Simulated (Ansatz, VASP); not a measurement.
# Hf (Hafnium) in two plane-wave programs

Wanted: the spread between two codes on one cell, functional and k mesh. The cell is taken from a series of runs on this material, whose earlier steps may have relaxed, scaled, displaced or heated it; both programs get it as it stands.

Calculated with Ansatz 0.2.0; plane waves, with VASP 6.6.1 beside it; zone-centre phonons at PBEsol.

## 1. Starting point

The structure is hexagonal, space group P6_3/mmc (No. 194). Conventional cell: a = 3.116 Å, b = 3.116 Å, c = 4.933 Å, α = 90.00°, β = 90.00°, γ = 120.00°. Nearest to Hf lie 12 Hf at 3.05 to 3.12 Å.

## 2. Ansatz: zone-centre phonons, PBEsol

Ansatz runs on its PAW soft_1 files.

Second derivatives magnify differences that forces hide, and they need a tight electronic threshold.

Contents of input.yaml:

```yaml
crystal:
  lattice:
    - [3.115961283, 0.0, 0.0]
    - [-1.5579806415, 2.6985016282, 0.0]
    - [0.0, 0.0, 4.9333942584]
  atoms:
    - { symbol: Hf, position: [0.3333333333, 0.6666666667, 0.25] }
    - { symbol: Hf, position: [0.6666666667, 0.3333333333, 0.75] }
kpoints:
  mp_grid: { grid: [15, 15, 8] }
hamiltonian:
  xc: pbesol
  pseudopotentials: { kind: paw, azcp: { folder: soft_1 }, xc_functional: pbe }
scf:
  occupations: { method: methfessel_paxton, width: 0.2 }
output:
  eigenvalues: true
phonons:
  method: dfpt
```

Started as:

```bash
$ ansatz run input.yaml --threads 4 --pin off --max-ram 10240MiB --backend cpu --events-out ev --progress --plain --runs-dir out
```

Numbers of over 12 decimals in the logs are rounded to 6 here.

The log of the run:

```text
zone centre: on kpoints.mp_grid the ground state, and the responses unless they are solved on pairs of k-points, stand on 320 of the mesh's 1800 k-points, reduced under 4 symmetry operations, with k and −k counted as one. Each operation leaves every solved displacement unchanged or reverses it
Engine: ansatz 0.2.0, x86_64-unknown-linux-gnu
Pseudopotentials: kind: paw
Pseudopotential: Hf, paw, valence charge 26, recommended cutoff 420 eV (normal), soft_1/Hf.paw.azcp
Functional definition: PBEsol
  exchange = pbesol_x
  correlation = pbesol_c
Crystal: 2 atoms, lattice volume = 41.482 Å³
Basis set: ecut = 420 eV, 809 PW (Γ), exchange–correlation on 48×48×72 points (8 copies of the dense FFT grid, shifted against one another)
Bands: 32, of which v1, the nominal top of the filled ones, is band 26 counted from 1 (25 counted from 0)
Symmetry: 24 space group operations
k-points: 320 of 1800 (irreducible under 4 space group operations, time reversal used)
Non-local potential: Hf, projectors of the file, l = 0: 3, l = 1: 2, l = 2: 2, l = 3: 3
PAW form: soft (Blöchl's): semilocal exchange-correlation on the pseudo side does not see the compensation charge
PAW frozen core: Hf, regenerated for the run's functional, and the local potential with it (the file was generated under x = pbe(κ = 0.804, μ = 0.219515), c = pbe(β = 0.066725))
PAW one-centre angular grid: Hf, 590 points (default); XC on 64 Gauss nodes
Initial density: superposition of atomic densities (chi_scale 0.1, normalization cell)
Initial wavefunctions: pseudopotential atomic-orbital guess
Functional: x = pbesol(κ = 0.804, μ = 0.123457), c = pbesol(β = 0.046)
SCF iter   1: F=—  HF=-31197.819593 eV  |F-HF|=—  |Δ(HF+E_count)|=         —  Δρ=3.67e-2  dr2=6.45e-1  ethr=3.10e-3  ⟨swp⟩=5.0  Hψ=34629  notcnv=0
preconditioner: auto → Kerker (q_TF=auto, 2.833 Å⁻¹)  [metal: Δε(μ)=0.041 eV  Ē_g=16.918 eV  σ=0.200 eV  W_gap=0.17  n_scr=22 (ndim 8)  ℏωp=39.9 eV  f_vac=0.000  D(μ)=1.24/eV (n_scr^D=2)]
SCF iter   2: F=—  HF=-31197.674211 eV  |F-HF|=—  |Δ(HF+E_count)|=   1.45e-1  S|Δr|=    0.00e0  Δρ=2.27e-2  dr2=2.44e-1  ethr=1.24e-3  ⟨swp⟩=3.0  Hψ=20433  notcnv=0  defer=147
SCF iter   3: F=—  HF=-31197.623674 eV  |F-HF|=—  |Δ(HF+E_count)|=   5.05e-2  S|Δr|=    0.00e0  Δρ=1.00e-2  dr2=4.84e-2  ethr=4.69e-4  ⟨swp⟩=2.0  Hψ=15938  notcnv=0  defer=149
SCF iter   4: F=—  HF=-31197.577277 eV  |F-HF|=—  |Δ(HF+E_count)|=   4.64e-2  S|Δr|=    0.00e0  Δρ=3.14e-3  dr2=1.96e-3  ethr=9.31e-5  ⟨swp⟩=2.0  Hψ=18470  notcnv=0  defer=149
SCF iter   5: F=—  HF=-31197.578280 eV  |F-HF|=—  |Δ(HF+E_count)|=   1.00e-3  S|Δr|=    0.00e0  Δρ=6.11e-4  dr2=1.32e-4  ethr=3.77e-6  ⟨swp⟩=2.3  Hψ=14937  notcnv=0  defer=146
SCF iter   6: F=—  HF=-31197.578411 eV  |F-HF|=—  |Δ(HF+E_count)|=   1.31e-4  S|Δr|=    0.00e0  Δρ=1.31e-4  dr2=5.34e-6  ethr=2.54e-7  ⟨swp⟩=2.0  Hψ=18485  notcnv=0  defer=146
SCF iter   7: F=—  HF=-31197.578420 eV  |F-HF|=—  |Δ(HF+E_count)|=   9.74e-6  S|Δr|=    0.00e0  Δρ=2.90e-5  dr2=3.61e-7  ethr=1.03e-8  ⟨swp⟩=2.1  Hψ=18550  notcnv=0  defer=146
SCF iter   8: F=—  HF=-31197.578422 eV  |F-HF|=—  |Δ(HF+E_count)|=   1.76e-6  S|Δr|=    0.00e0  Δρ=5.74e-6  dr2=1.41e-8  ethr=6.95e-10  ⟨swp⟩=2.2  Hψ=14298  notcnv=0  defer=158
SCF iter   9: F=—  HF=-31197.578422 eV  |F-HF|=—  |Δ(HF+E_count)|=   3.76e-9  S|Δr|=    0.00e0  Δρ=1.09e-6  dr2=3.76e-10  ethr=2.71e-11  ⟨swp⟩=2.2  Hψ=17844  notcnv=0  defer=158
SCF iter  10: F=—  HF=-31197.578422 eV  |F-HF|=—  |Δ(HF+E_count)|=  7.28e-12  S|Δr|=    0.00e0  Δρ=2.35e-7  dr2=1.67e-11  ethr=1.00e-12  ⟨swp⟩=2.4  Hψ=17017  notcnv=0  defer=158
SCF iter  11: F=-31197.578422 eV  HF=-31197.578422 eV  |F-HF|=7.28e-12  |Δ(HF+E_count)|=  7.28e-12  S|Δr|=    0.00e0  Δρ=5.80e-8  dr2=6.28e-13  ethr=1.00e-12  ⟨swp⟩=9.6  Hψ=57609  notcnv=0
the search or the solves at the SCF's close seem to have found levels that the self-consistency loop had missed (the run counts 4). By its estimate they hold under 1e-12 electrons; where the run keeps them, the occupations were computed again with them
SCF 1 converged in 11 iterations: F = -31197.578422 eV  dr2 = 6.28e-13
  greatest PAW one-centre occupation: 0.998 electrons in one spin orbital (limit 2), on the Hf atom at site 1 (counted from 0), in its partial waves of l = 0
DFPT response loops at Γ: preconditioner auto → Kerker (q_TF=auto, 2.833 Å⁻¹) (partly filled bands, converged f_vac=0.000); β = 1.00, the filter's whole step (`scf.mixing.beta` (0.50) is not read by the response loops under this deck's `scf.mixing.preconditioner`; to damp them name `kerker` or `kerker_dos`, under which they read `scf.mixing.beta`, and type it under 1.00, their step now; both keys bind the ground state too); Broyden in place of MSR1
SCF converged after 11 iterations
Stability not checked: this state was not tested for a lower state beside it, because cold or Methfessel-Paxton smearing, or corrected tetrahedra, fill the levels in a way that the test cannot read (fill_not_monotonic; see scf.lower_state_search)
Free energy (F): -31197.578422 eV
Harris-Foulkes:  -31197.578422 eV  (|F-HF|=7.28e-12)
Internal energy: -31197.581979 eV  (E = F + TS)
E sigma→0 (E₀):  -31197.579311 eV
Entropy (-TS):   0.003557 eV (1.779 meV/atom)
Fermi energy:    19.586489 eV
--- Per-component energies (eV) ---
  E_band       = 63.346166
  E_kinetic    = 824.495464
  E_local      = -12224.795158  (includes V_loc(G=0)·N_el)
  E_nonlocal   = 129.025410
  E_hartree    = 5984.892950
  E_xc         = -531.289282
  E_vxc        = -511.867216  (∫ρ·V_xc dr)
  E_paw        = -15151.483465  (= ΣΔE_a)
  E_vpaw       = -123.298413  (= ΣTr[D̂ρ^β])
  E_aug_tail   = 0.000198  (compensation charges beyond the density's cutoff)
  E_ewald      = -10230.930208
  E_core_change = 2.502112  (= ΣΔE_core)
  E_smearing   = 0.003557  (= −TS)
  E_closure    = -0.000000  (closes the sum)
  Σ components = -31197.578422   (vs F -31197.578422, Δ=0.00e0)
--- Band table (eV; the first three rows and the last of 320) ---
  k-point 0: bands = [... 22 lower, 11.9279, 15.6025, 20.5208, 20.7352, 20.7352, 21.0371, 21.6416, 21.6416, ... 2 higher]
  k-point 1: bands = [... 22 lower, 12.0858, 15.5485, 20.2728, 20.6450, 20.6450, 20.9015, 21.5097, 21.5097, ... 2 higher]
  k-point 2: bands = [... 22 lower, 12.5400, 15.3209, 19.8022, 20.5157, 20.5157, 20.5411, 21.2014, 21.2014, ... 2 higher]
  k-point 319: bands = [... 22 lower, 16.5264, 16.5264, 18.7524, 18.7524, 19.5503, 19.5503, 21.8856, 21.8856, ... 2 higher]
--- Phonons (Γ-DFPT): 2 representative perturbations + reference, on 320 of 1800 k-points (Σ response iterations 6) ---
  k mesh reduced under 4 symmetry operations, with k and −k counted as one. Each operation leaves every solved displacement unchanged or reverses it
  ASR residual: 3.160e-5 → 0.000e0 eV/Å²; symmetrization residual: 4.412e-12 eV/Å²
  ASR residual per site (eV/Å²): 3.16e-5 3.16e-5
  Γ frequencies (cm⁻¹): 0.00 0.00 0.00 77.72 77.72 121.25
  non-analytic LO–TO correction: not included (Born effective charges unavailable; polar crystals: no LO–TO splitting at Γ)
```

The column dr2 measures how far the density is from self-consistency, as an energy; F and HF (Harris–Foulkes) agree once it is small.

## 3. VASP: zone-centre phonons, PBEsol

The same cell, functional, mesh and smearing now go to VASP, with its own data sets.

Lines of VASP's logs that name or quote its potential files are left out, and so is its time.

Contents of INCAR:

```
SYSTEM = Hf
PREC = Accurate
ENCUT = 500
EDIFF = 1E-08
NELM = 120
ISMEAR = 1
SIGMA = 0.2
LREAL = .FALSE.
ALGO = Normal
GGA = PS
NBANDS = 16
LASPH = .TRUE.
LORBIT = 11
LWAVE = .FALSE.
LCHARG = .FALSE.
ISIF = 2
IBRION = 8
GGA_COMPAT = .FALSE.
KPAR = 2
```

Contents of POSCAR:

```
Hf
1.0
    3.1159612830      0.0000000000      0.0000000000
   -1.5579806415      2.6985016282      0.0000000000
    0.0000000000      0.0000000000      4.9333942584
Hf
2
Direct
    0.3333333334      0.6666666668      0.2500000000
    0.6666666668      0.3333333334      0.7500000000
```

Contents of KPOINTS:

```
Automatic mesh
0
Gamma
15 15 8
0 0 0
```

Potentials, in the order of the species: Hf_pv (PBE family, release 64).

Started as:

```bash
$ mpirun -np 2 vasp_std
```

The log of the run:

```text
[banner, memory and clock lines left out]
running    2 mpi-ranks, on    1 nodes
 distrk:  each k-point on    1 cores,    2 groups
 distr:  one band on    1 cores,    1 groups

 POSCAR found type information on POSCAR Hf
 POSCAR found :  1 types and       2 ions
|                                                                             |
|               ----> ADVICE to this user running VASP <----                  |
|                                                                             |
|     You enforced a specific xc type in the INCAR file but a different       |
|     [... a line on the potential file left out ...]
|     I HOPE YOU KNOW WHAT YOU ARE DOING!                                     |
|                                                                             |

 LDA part: xc-table for (Slater+PW92), standard interpolation
 POSCAR, INCAR and KPOINTS ok, starting setup
 FFT: planning ... GRIDC
 FFT: planning ... GRID_SOFT
 FFT: planning ... GRID
 WAVECAR not read
 entering main loop
       N       E                     dE             d eps       ncg     rms          rms(c)
DAV:   1     0.463258514641E+02    0.46326E+02   -0.11483E+04  4328   0.117E+03
DAV:   2    -0.201689589139E+02   -0.66495E+02   -0.65057E+02  5744   0.250E+02
DAV:   3    -0.216808948005E+02   -0.15119E+01   -0.15035E+01  5688   0.264E+01
DAV:   4    -0.216916887967E+02   -0.10794E-01   -0.10791E-01  5344   0.270E+00
DAV:   5    -0.216918125978E+02   -0.12380E-03   -0.12379E-03  5552   0.240E-01    0.689E+01
DAV:   6    -0.211775217164E+02    0.51429E+00   -0.44642E-01  5216   0.453E+00    0.409E+01
DAV:   7    -0.209921386833E+02    0.18538E+00   -0.75163E-01  5288   0.566E+00    0.190E+00
DAV:   8    -0.209828735425E+02    0.92651E-02   -0.47160E-02  4944   0.152E+00    0.362E-01
DAV:   9    -0.209829736010E+02   -0.10006E-03   -0.10337E-03  5896   0.235E-01    0.190E-01
DAV:  10    -0.209829656412E+02    0.79599E-05   -0.44275E-05  5016   0.486E-02    0.210E-01
DAV:  11    -0.209829666370E+02   -0.99583E-06   -0.46977E-06  5768   0.156E-02    0.137E-02
DAV:  12    -0.209829667066E+02   -0.69552E-07   -0.44495E-07  5104   0.465E-03    0.417E-03
DAV:  13    -0.209829666593E+02    0.47238E-07   -0.14061E-08  3904   0.935E-04    0.132E-03
DAV:  14    -0.209829666394E+02    0.19960E-07   -0.11848E-09  3016   0.297E-04    0.267E-04
DAV:  15    -0.209829666377E+02    0.16878E-08   -0.20009E-10  2848   0.113E-04
   1 F= -.20982967E+02 E0= -.20984121E+02  d E =0.346449E-02
 Linear response reoptimize wavefunctions to high precision
DAV:   1    -0.209829666368E+02    0.87357E-09   -0.41086E-11  2848   0.534E-05
DAV:   2    -0.209829666368E+02    0.13415E-10   -0.80834E-12  2624   0.237E-05
 Linear response DOF=           2
 Linear response progress:
  Degree of freedom:   1/  2
       N       E                     dE             d eps       ncg     rms          rms(c)
RMM:   1    -0.199639153210E+00   -0.19964E+00    0.46431E+00 18653   0.119E+01
RMM:   2    -0.204516285527E+00   -0.48771E-02   -0.38461E-02 27679   0.122E+00    0.570E-01
RMM:   3    -0.203675266952E+00    0.84102E-03   -0.42833E-03 34797   0.264E-01    0.126E-01
RMM:   4    -0.203300858602E+00    0.37441E-03   -0.47420E-04 41066   0.906E-02    0.185E-01
RMM:   5    -0.202853565677E+00    0.44729E-03   -0.45363E-05 37419   0.426E-02    0.206E-02
RMM:   6    -0.202781018309E+00    0.72547E-04   -0.16673E-05 42607   0.141E-02    0.296E-02
RMM:   7    -0.202786013727E+00   -0.49954E-05   -0.17047E-05 37833   0.721E-03    0.418E-02
RMM:   8    -0.202774687681E+00    0.11326E-04    0.66715E-06 39009   0.344E-03    0.701E-03
RMM:   9    -0.202773940235E+00    0.74745E-06   -0.57916E-06 42060   0.944E-04    0.175E-03
RMM:  10    -0.202774401002E+00   -0.46077E-06   -0.24531E-06 40683   0.252E-04    0.524E-04
RMM:  11    -0.202774646823E+00   -0.24582E-06   -0.13585E-06 42210   0.116E-04    0.528E-04
RMM:  12    -0.202774655373E+00   -0.85496E-08   -0.59917E-07 39945   0.542E-05    0.217E-05
RMM:  13    -0.202774698847E+00   -0.43474E-07   -0.28630E-07 39954   0.308E-05    0.915E-05
RMM:  14    -0.202774709043E+00   -0.10195E-07   -0.14331E-07 37108   0.190E-05    0.383E-06
RMM:  15    -0.202774716395E+00   -0.73521E-08   -0.74017E-08 31662   0.136E-05    0.145E-05
 first order change of Fermi-energy  -0.29997E-05
 force on displaced ion       1 direction 1 :  -1.995  -0.000   0.000
 Linear response progress:
  Degree of freedom:   2/  2
       N       E                     dE             d eps       ncg     rms          rms(c)
RMM:   1    -0.242874245177E+00   -0.24287E+00    0.49441E+00  6456   0.124E+01
RMM:   2    -0.252862574975E+00   -0.99883E-02   -0.44727E-02  9578   0.126E+00    0.739E-01
RMM:   3    -0.251988275494E+00    0.87430E-03   -0.31809E-03 11112   0.289E-01    0.215E-01
RMM:   4    -0.251793553779E+00    0.19472E-03   -0.24350E-04 13289   0.997E-02    0.202E-01
RMM:   5    -0.251518325492E+00    0.27523E-03   -0.48384E-05 12842   0.445E-02    0.462E-02
RMM:   6    -0.251418340232E+00    0.99985E-04    0.55910E-05 11540   0.189E-02    0.391E-02
RMM:   7    -0.251442706853E+00   -0.24367E-04   -0.15393E-05 12641   0.606E-03    0.151E-02
RMM:   8    -0.251442502516E+00    0.20434E-06    0.37535E-05 13097   0.295E-03    0.274E-03
RMM:   9    -0.251433854738E+00    0.86478E-05    0.18591E-05 13198   0.150E-03    0.139E-03
RMM:  10    -0.251433864844E+00   -0.10106E-07    0.12332E-05 13331   0.428E-04    0.464E-04
RMM:  11    -0.251433828220E+00    0.36623E-07    0.10828E-05 13226   0.187E-04    0.780E-05
RMM:  12    -0.251434159764E+00   -0.33154E-06    0.64078E-06 13758   0.637E-05    0.288E-05
RMM:  13    -0.251434390974E+00   -0.23121E-06    0.35974E-06 13268   0.301E-05    0.240E-05
RMM:  14    -0.251434523844E+00   -0.13287E-06    0.18230E-06 13560   0.187E-05    0.235E-06
RMM:  15    -0.251434632727E+00   -0.10888E-06    0.54840E-07 12016   0.125E-05    0.101E-06
RMM:  16    -0.251434628358E+00    0.43689E-08    0.46745E-07  9117   0.101E-05    0.630E-07
RMM:  17    -0.251434675705E+00   -0.47347E-07   -0.37001E-08  7798   0.912E-06    0.150E-07
RMM:  18    -0.251434665472E+00    0.10233E-07    0.28100E-08  7284   0.864E-06    0.156E-07
RMM:  19    -0.251434670006E+00   -0.45338E-08   -0.24035E-08  6908   0.843E-06    0.884E-08
 first order change of Fermi-energy  -0.15101E-03
 force on displaced ion       1 direction 3 :  -0.000  -0.000  -4.710
 Linear response finished
```

(Continued in part 2 of 2.)

[Lines on the potential files, build, host, timing and source positions are cut from VASP's logs without a mark.]

[Logs are printed without paths, hosts, clocks, repeated set-up lines and the standing remarks that a program may print on its own settings, such as how far it seeks lower states.]

[Hosts, paths, dates, database ids (printed as entryN), source tags and the programs' standing remarks are cut or masked in the printed files.]
